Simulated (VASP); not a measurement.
All values below come from PBEsol GGA, VASP's PBE PAW potentials (set 64) (plane waves; VASP).

Input for VASP

**INCAR**
```
ALGO = Normal
EDIFF = 1E-6
EDIFFG = -0.02
ENCUT = 620
GGA = PS
IBRION = 2
ISIF = 3
ISMEAR = 0
LASPH = .TRUE.
LCHARG = .FALSE.
LREAL = .FALSE.
LWAVE = .FALSE.
NELM = 100
NSW = 40
PREC = Accurate
PSTRESS = 100
SIGMA = 0.05
SYSTEM = SiO2
```

POSCAR:
```
SiO2
1.0
  4.1408167064   0.0000000000   0.0000000000
  0.0000000000   4.1408167064   0.0000000000
  0.0000000000   0.0000000000   2.6626319774
Si O
2 4
Cartesian
  0.0000000000   0.0000000000   0.0000000000
  2.0704083532   2.0704083532   1.3313159887
  1.2614406626   1.2614406626   0.0000000000
  3.3318490158   0.8089676906   1.3313159887
  0.8089676906   3.3318490158   1.3313159887
  2.8793760438   2.8793760438   0.0000000000
```

File KPOINTS:
```
Automatic mesh
0
Gamma
6 6 8
0 0 0
```

POTCAR, in this order: Si O (PBE.64 set). Program: vasp_std.

The resulting files:

File OUTCAR:
```
 ion  position               nearest neighbor table
   1  0.000  0.000  0.000-   4 1.76   5 1.76   4 1.76   5 1.76   3 1.78   6 1.78
   2  0.500  0.500  0.500-   3 1.76   6 1.76   3 1.76   6 1.76   5 1.78   4 1.78
   3  0.305  0.305  0.000-   2 1.76   2 1.76   1 1.78
   4  0.805  0.195  0.500-   1 1.76   1 1.76   2 1.78
   5  0.195  0.805  0.500-   1 1.76   1 1.76   2 1.78
   6  0.695  0.695  0.000-   2 1.76   2 1.76   1 1.78
  LATTYP: Found a simple tetragonal cell.
 ALAT       =     4.1408167064
 C/A-ratio  =     0.6430209705
 Subroutine PRICEL returns:
 Original cell was already a primitive cell.
 Subroutine GETGRP returns: Found 16 space group operations
The static configuration has the point symmetry D_2h.
 The point group associated with its full space group is D_4h.
The dynamic configuration has the point symmetry D_2h.
 Subroutine INISYM returns: Found 16 space group operations
 Subroutine IBZKPT returns following result:
 Found     50 irreducible k-points:

 Following reciprocal coordinates:
            Coordinates               Weight
  0.000000  0.000000  0.000000      1.000000
  0.166667  0.000000  0.000000      4.000000
  0.333333  0.000000  0.000000      4.000000
  0.500000  0.000000  0.000000      2.000000
  0.166667  0.166667  0.000000      4.000000
  0.333333  0.166667  0.000000      8.000000
  0.500000  0.166667  0.000000      4.000000
  0.333333  0.333333  0.000000      4.000000
  0.500000  0.333333  0.000000      4.000000
  0.500000  0.500000  0.000000      1.000000
  0.000000  0.000000  0.125000      2.000000
  0.166667  0.000000  0.125000      8.000000
  0.333333  0.000000  0.125000      8.000000
  0.500000  0.000000  0.125000      4.000000
  0.166667  0.166667  0.125000      8.000000
  0.333333  0.166667  0.125000     16.000000
  0.500000  0.166667  0.125000      8.000000
  0.333333  0.333333  0.125000      8.000000
...
```

File OSZICAR:
```
       N       E                     dE             d eps       ncg     rms          rms(c)
DAV:   1     0.184827488191E+03    0.18483E+03   -0.20382E+04  2008   0.179E+03
DAV:   2    -0.454357256968E+02   -0.23026E+03   -0.22180E+03  2684   0.347E+02
DAV:   3    -0.531475878034E+02   -0.77119E+01   -0.76859E+01  2400   0.678E+01
DAV:   4    -0.532097278267E+02   -0.62140E-01   -0.62032E-01  2384   0.676E+00
DAV:   5    -0.532104126834E+02   -0.68486E-03   -0.68474E-03  2316   0.694E-01    0.175E+01
DAV:   6    -0.489947710717E+02    0.42156E+01   -0.16162E+01  2260   0.285E+01    0.832E+00
DAV:   7    -0.489598249827E+02    0.34946E-01   -0.51620E-01  2340   0.493E+00    0.308E+00
DAV:   8    -0.489509114859E+02    0.89135E-02   -0.18243E-02  2288   0.141E+00    0.100E+00
DAV:   9    -0.489510310335E+02   -0.11955E-03   -0.46719E-03  2356   0.721E-01    0.266E-01
DAV:  10    -0.489511238698E+02   -0.92836E-04   -0.24773E-04  2336   0.142E-01    0.315E-02
DAV:  11    -0.489511112052E+02    0.12665E-04   -0.59347E-05  2324   0.599E-02    0.572E-03
DAV:  12    -0.489511113034E+02   -0.98169E-07   -0.36793E-06  2004   0.153E-02
   1 F= -.46101586E+02 E0= -.46101586E+02  d E =-.461016E+02
```

**OUTCAR**
```
------------------------ aborting loop because EDIFF is reached ----------------------------------------
  FORCE on cell =-STRESS in cart. coord.  units (eV):
  Direction    XX          YY          ZZ          XY          YZ          ZX
  --------------------------------------------------------------------------------------
  Total        2.8089300      2.8089300      2.9570851      0.0000000      0.0000000      0.0000000
  in kB       98.5753537     98.5753537    103.7746441      0.0000000      0.0000000      0.0000000
  external PRESSURE =       0.3084505 kB  Pullay stress =     100.0000000 kB
  volume of cell :       45.65
      direct lattice vectors                 reciprocal lattice vectors
     4.140816706  0.000000000  0.000000000     0.241498253  0.000000000  0.000000000
     0.000000000  4.140816706  0.000000000     0.000000000  0.241498253  0.000000000
     0.000000000  0.000000000  2.662631977     0.000000000  0.000000000  0.375568238
 POSITION                                       TOTAL-FORCE (eV/Angst)
 -----------------------------------------------------------------------------------
      0.00000      0.00000      0.00000         0.000000      0.000000     -0.000000
      2.07041      2.07041      1.33132         0.000000      0.000000     -0.000000
      1.26144      1.26144      0.00000         0.007401      0.007401      0.000000
      3.33185      0.80897      1.33132         0.007401     -0.007401     -0.000000
      0.80897      3.33185      1.33132        -0.007401      0.007401      0.000000
      2.87938      2.87938      0.00000        -0.007401     -0.007401     -0.000000
 -----------------------------------------------------------------------------------
    total drift:                               -0.000000      0.000000     -0.000000
  FREE ENERGIE OF THE ION-ELECTRON SYSTEM (eV)
  ---------------------------------------------------
  free  energy   TOTEN  =       -48.9511113034 eV

  energy  without entropy=      -48.9511113034  energy(sigma->0) =      -48.95111130
  enthalpy is  TOTEN    =       -46.1015856264 eV   P V=        2.8495256770

 reached required accuracy - stopping structural energy minimisation
```
(Selected blocks of OUTCAR.)

The compound is SiO2 in the rutile structure, stishovite, a high-pressure form. It was relaxed first under an external pressure of 10 GPa.
